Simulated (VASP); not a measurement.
Consider the following.

```
CELL_PARAMETERS angstrom
      2.83820     0.00000     0.00000
      0.00000     2.83820     0.00000
      0.00000     0.00000     2.83820
ATOMIC_POSITIONS crystal
  Cr 0.00000 0.00000 0.00000
  Cr 0.50000 0.50000 0.50000
```
Starting moments (μB, in the order of the record's atoms Cr Cr): 0.9 -0.9.

Method: PBE GGA with D4 dispersion, VASP's PBE PAW potentials (set 64) (plane waves; VASP). Numerical set-up: 520 eV cut-off, Gaussian smearing of 0.050 eV, potentials Cr_pv.

**Question.** What does the run give for the cell moment, band gap (along the path) with the smallest direct gap where there is one?

**Answer.** 
The band gap (along the path) is none (metal, semimetal or under 0.01 eV) and the cell moment is 0.00 μB.

The absolute energy has meaning only against runs of the same code, potentials and settings.

The compound is Cr in the bcc, AFM order structure. It was relaxed first.
